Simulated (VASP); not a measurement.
Level of theory: LDA (Ceperley-Alder, Perdew-Zunger), VASP's LDA PAW potentials (set 64) (plane waves; VASP).

The input files of a VASP run:

POSCAR:
```
Zn
1
    1.2739775295    -2.2065942156     0.0000000000
    1.2739775295     2.2065942156     0.0000000000
    0.0000000000     0.0000000000     4.6440060160
Zn
2
Direct
  0.3333330000   0.6666670000   0.2500000000
  0.6666670000   0.3333330000   0.7500000000
```

### INCAR
```
ALGO = Normal
EDIFF = 1E-6
EDIFFG = -0.02
ENCUT = 500
IBRION = 2
ISIF = 3
ISMEAR = 1
LASPH = T
LCHARG = F
LMAXMIX = 4
LREAL = F
LWAVE = F
NELM = 100
NSW = 40
PREC = Accurate
PSTRESS = 100
SIGMA = 0.1
SYSTEM = Zn
```

File KPOINTS:
```
Automatic mesh
0
Gamma
16 16 8
0 0 0
```

POTCAR, in this order: Zn (LDA.64 set). Program: vasp_std.

Energy and stress use the plane-wave basis of the starting cell.

What does the run give for the energy per atom (σ→0), volume per atom, band gap (on the k-mesh)?

The energy per atom (σ→0) is -178.7 kJ/mol of atoms, the band gap (on the k-mesh) comes out as none (metal, semimetal or under 0.01 eV) and the volume per atom is 12.56 Å^3/atom.

**OSZICAR**
```
...
DAV:   1    -0.372006708560E+01   -0.12157E-01   -0.29016E-01  5760   0.583E+00    0.774E-01
DAV:   2    -0.370976693272E+01    0.10300E-01   -0.18280E-02  6136   0.298E+00    0.434E-01
DAV:   3    -0.370534353197E+01    0.44234E-02   -0.36381E-03  6872   0.109E+00    0.140E-01
DAV:   4    -0.370499933202E+01    0.34420E-03   -0.83467E-04  6984   0.449E-01    0.364E-02
DAV:   5    -0.370500084064E+01   -0.15086E-05   -0.10226E-04  5656   0.154E-01    0.111E-02
DAV:   6    -0.370499870008E+01    0.21406E-05   -0.13300E-05  5272   0.775E-02    0.148E-03
DAV:   7    -0.370499870760E+01   -0.75192E-08   -0.34797E-07  2608   0.944E-03
   6 F= -.21373419E+01 E0= -.21373556E+01  d E =-.133545E-02
```

The compound is Zn in the hcp structure. This run relaxes it under an external pressure of 10 GPa. Symmetry was kept, so distortions that lower it aren't found.
